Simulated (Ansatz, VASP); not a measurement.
# BeTe2Pb (CuAu-ordered zincblende type (invented)) in two plane-wave programs, part 2 of 2

Wanted: the spread between two codes on one cell, functional and k mesh. The cell is generated by rule, not measured, and may not be a known phase. The cell is taken from a series of runs on this material, whose earlier steps may have relaxed, scaled, displaced or heated it; both programs get it as it stands.

VASP 6.6.1 and Ansatz 0.2.0.

So far: Set-up; VASP: relaxation of cell and atoms, PBEsol, pair 1; Ansatz: relaxation of cell and atoms, PBEsol, pair 1; Differences.

### Step 5. Ansatz: relaxation of cell and atoms, PBEsol, pair 2

Level of this step: Ansatz beside VASP: Kohn-Sham DFT, plane waves, PBEsol (Ansatz).

The relaxed volume is the usual yardstick between codes: in a stiff, nearly cubic crystal its relative difference is about their pressure difference at one cell divided by the bulk modulus.

The cell is taken from a series of runs on this material, whose earlier steps may have relaxed, scaled, displaced or heated it; both programs get it as it stands.

input.yaml

```yaml
crystal:
  lattice:
    - [4.2250029265, 0.0, 0.0]
    - [0.0, 4.2250029265, 0.0]
    - [0.0, 0.0, 7.1231652423]
  atoms:
    - { symbol: Be, position: [0.0, 0.0, 0.0] }
    - { symbol: Pb, position: [0.5, 0.5, 0.5] }
    - { symbol: Te, position: [0.0, 0.5, 0.1808992933] }
    - { symbol: Te, position: [0.5, 0.0, 0.8191007067] }
kpoints:
  mp_grid: { grid: [8, 8, 6] }
hamiltonian:
  xc: pbesol
scf:
  occupations: { method: gaussian, width: 0.01 }
output:
  forces: true
  stress: true
  eigenvalues: true
relax:
  adjacent_minimum: "off"
  f_tol: 0.001
  max_steps: 60
  cell: { stress_tol: 0.01 }
```

Run with:

```
ansatz run input.yaml --threads 2 --pin off --max-ram 5120MiB --backend cpu --events-out ev --progress --plain --runs-dir out
```

Numbers of over 12 decimals in the logs are rounded to 6 here.

The log of the run:

```text
[...]
Crystal: 4 atoms, lattice volume = 127.153 Å³
Basis set: ecut = 420 eV, 2467 PW (Γ), exchange–correlation on 60×60×96 points (8 copies of the dense FFT grid, shifted against one another)
Bands: 29, of which v1, the nominal top of the filled ones, is band 24 counted from 1 (23 counted from 0)
Symmetry: 8 space group operations
[...]
k-points: 60 of 384 (time reversal used)
[...]
--- Relaxed structure (3 steps of the walk, 3 accepted, 1 SCFs on fresh bases) ---
[...]
cell:  # Å, volume = 126.9949 Å³
    - [4.221559, 0, -3.32032512484166e-19]
    - [0, 4.221559, 0]
    - [-5.597919086413562e-19, 0, 7.125914]
  atoms:
    - { symbol: Be, position: [0, 0, 0] }
    - { symbol: Pb, position: [0.5, 0.5, 0.500000] }
    - { symbol: Te, position: [0, 0.5, 0.180950] }
    - { symbol: Te, position: [0.5, 0, 0.819050] }
[key lines of the parts left out:]
SCF converged after 7 iterations
Free energy (F): -25648.703015 eV
Fermi energy:    7.184740 eV
P = ⅓ Tr σ = 0.0018 GPa (0.018 kbar)
```

### Step 6. VASP: relaxation of cell and atoms, PBEsol, pair 2

The same cell, functional, mesh and smearing now go to VASP, with its own data sets.

INCAR

```
SYSTEM = BeTe2Pb
PREC = Accurate
ENCUT = 600
EDIFF = 1E-07
NELM = 120
ISMEAR = 0
SIGMA = 0.01
LREAL = .FALSE.
ALGO = Normal
GGA = PS
NBANDS = 20
LORBIT = 11
LWAVE = .FALSE.
LCHARG = .FALSE.
ISIF = 3
IBRION = 2
NSW = 80
EDIFFG = -0.005
LASPH = .TRUE.
GGA_COMPAT = .FALSE.
NELMIN = 4
KPAR = 2
```

POSCAR

```
BeTe2Pb
1.0
    4.2250030000      0.0000000000      0.0000000000
    0.0000000000      4.2250030000      0.0000000000
    0.0000000000      0.0000000000      7.1231650000
Be Pb Te
1 1 2
Direct
    0.0000000000      0.0000000000      0.0000000000
    0.5000000000      0.5000000000      0.5000000000
    0.0000000000      0.5000000000      0.1808992912
    0.5000000000      0.0000000000      0.8191007088
```

KPOINTS

```
Automatic mesh
0
Gamma
8 8 6
0 0 0
```

The projector-augmented-wave data sets are Be, Pb_d and Te (PBE family, release 64).

Run with:

```
mpirun -np 2 vasp_std
```

The log of the run:

```text
[banner, memory and clock lines left out]
running    2 mpi-ranks, on    1 nodes
[...]
[... a notice as in an earlier step ...]

 LDA part: xc-table for (Slater+PW92), standard interpolation
 POSCAR, INCAR and KPOINTS ok, starting setup
[...]
entering main loop
       N       E                     dE             d eps       ncg     rms          rms(c)
DAV:   1     0.222389711382E+03    0.22239E+03   -0.12921E+04  2400   0.140E+03
DAV:   2     0.705305169575E+01   -0.21534E+03   -0.20776E+03  2468   0.314E+02
DAV:   3    -0.150118075405E+02   -0.22065E+02   -0.21360E+02  3256   0.107E+02
DAV:   4    -0.158139534780E+02   -0.80215E+00   -0.80011E+00  3060   0.216E+01
[...]
DAV:  14    -0.154286476448E+02   -0.13282E-06   -0.38531E-07  3096   0.409E-03    0.948E-04
DAV:  15    -0.154286477560E+02   -0.11122E-06   -0.97670E-08  2232   0.181E-03    0.637E-04
DAV:  16    -0.154286477725E+02   -0.16535E-07   -0.81042E-09  1624   0.875E-04
   1 F= -.15428648E+02 E0= -.15428648E+02  d E =-.154286E+02
[... from here on, the cycles between the ionic steps are left out ...]
   2 F= -.15428687E+02 E0= -.15428687E+02  d E =-.392133E-04
   3 F= -.15428689E+02 E0= -.15428689E+02  d E =-.407764E-04
   4 F= -.15428701E+02 E0= -.15428701E+02  d E =-.122471E-04
 trial-energy change:   -0.000012  1 .order   -0.000012   -0.000018   -0.000007
 step:   1.6728(harm=  1.6728)  dis= 0.00114  next Energy=   -15.428703 (dE=-0.143E-04)
 reached required accuracy - stopping structural energy minimisation
```

Parts of OUTCAR (step 6):

```text
  Total       -0.0054845     -0.0054845     -0.0004759      0.0000000      0.0000000     -0.0000000
  in kB       -0.0690322     -0.0690322     -0.0059905      0.0000000      0.0000000     -0.0000000
  external PRESSURE =      -0.0480183 kB  Pullay stress =       0.0000000 kB

 POSITION                                       TOTAL-FORCE (eV/Angst)
 -----------------------------------------------------------------------------------
      4.22628      0.00000      0.00000         0.000000     -0.000000      0.000000
      2.11314      2.11314      3.56331        -0.000000      0.000000      0.000000
      0.00000      2.11314      1.29094         0.000000     -0.000000      0.004050
      2.11314      0.00000      5.83567        -0.000000     -0.000000     -0.004050
 -----------------------------------------------------------------------------------
    total drift:                                0.000000      0.000000      0.000000

  FREE ENERGIE OF THE ION-ELECTRON SYSTEM (eV)
  ---------------------------------------------------
  free  energy   TOTEN  =       -15.4287007961 eV

  energy  without entropy=      -15.4287007960  energy(sigma->0) =      -15.42870080

[... 2 parts as in an earlier step ...]

[... 2 further parts left out ...]
[key lines of the parts left out:]
E-fermi :   4.7187
```

### Step 7. Side by side

What differs besides the data sets and the points named for the pairs above, as far as they apply: the data sets hold 48 valence electrons in Ansatz (on its default PAW (the set named soft_2) files) and 28 in VASP. Total energies have different zeros and are not compared.

Compared:

| quantity | Ansatz | VASP | difference |
| --- | --- | --- | --- |
| volume (Å³) | 126.99 | 127.29 | -0.23 % |
| edge a after relaxation, in the typed setting (Å) | 4.222 | 4.226 | -0.11 % |
| edge c after relaxation, in the typed setting (Å) | 7.126 | 7.127 | -0.01 % |

### Step 8. Summary of results

| Item | Value |
| --- | --- |
| difference in volume (relaxation of cell and atoms, PBEsol, pair 1) | -0.082 % |
| difference in volume (relaxation of cell and atoms, PBEsol, pair 2) | -0.23 % |

The difference in volume is -0.23 % (relaxation of cell and atoms, PBEsol, pair 2), within the 1.2 % picked in this series as the mark of a large difference, as far as the stopping tolerances let one tell. The data sets hold unlike numbers of valence electrons (48 in Ansatz and 28 in VASP), so part of the differences comes from the potentials. 1 further run of this series is not shown here. Such differences can come from data sets, numerical settings and the points named under the comparisons, not from the functional's error against experiment.

[Lines on the potential files, build, host, timing and source positions are cut from VASP's logs without a mark.]

[Logs are printed without paths, hosts, clocks, repeated set-up lines and the standing remarks that a program may print on its own settings, such as how far it seeks lower states.]

[Hosts, paths, dates, database ids (printed as entryN), source tags and the programs' standing remarks are cut or masked in the printed files.]
